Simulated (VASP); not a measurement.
Data:

```yaml
crystal:
  lattice:
    - [0.00000, 2.97707, 2.97707]
    - [2.97707, 0.00000, 2.97707]
    - [2.97707, 2.97707, 0.00000]
  atoms:
    - { symbol: Pb, position: [0.00000, 0.00000, 0.00000] }
    - { symbol: S, position: [0.50000, 0.50000, 0.50000] }
```

Method: RPBE GGA, VASP's PBE PAW potentials (set 64) (plane waves; VASP). Run with 520 eV cut-off, 8×8×8 Γ-centred mesh, Gaussian smearing of 0.050 eV, potentials Pb_d S.

Problem. Give the stress tensor in GPa (positive for a compressed cell).

Solution. 
```
3.39  0.00  0.00
0.00  3.39  0.00
0.00  0.00  3.39
```
The pressure is its mean diagonal, 3.39 GPa.

The compound is PbS in the rock salt structure. This cell is one point of a volume scan, at 0.94 of the reference volume.
